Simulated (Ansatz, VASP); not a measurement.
**Two plane-wave programs on K3C**

```xyz
4
Lattice="5.1378 0.0000 0.0000 0.0000 5.1378 0.0000 0.0000 0.0000 5.1378" Properties=species:S:1:pos:R:3 pbc="T T T"
K     0.0000    2.5689    2.5689
K     2.5689    0.0000    2.5689
K     2.5689    2.5689    0.0000
C     0.0000    0.0000    0.0000
```

Change from the starting cell: species swapped into the LuTl3 type (Pm-3m, No. 221).

Alike in both runs: functional PBE; k mesh 10 × 10 × 10; occupations gaussian, width 0.1 eV; no spin polarisation.

Ansatz relaxed the structure, and its values are those at the end. VASP's run is a single point on that final structure, the one shown.

```csv
,VASP,Ansatz
version,VASP 6.6.1,Ansatz 0.2.0
potentials or method,"VASP PAW PBE potentials, release 64 (K_sv, C)","scalar-relativistic, plane waves, PAW"
plane-wave cutoff (eV),520,420
valence electrons in the cell,31,31
```

|  | VASP | Ansatz | Ansatz less VASP |
| --- | --- | --- | --- |
| gap on the k mesh at the Fermi level (eV) | none | none | - |
| pressure (GPa) | 0.0 | 0.0 | 0.00 |

A gap of «none» marks a metal or a gap that the smearing closes.
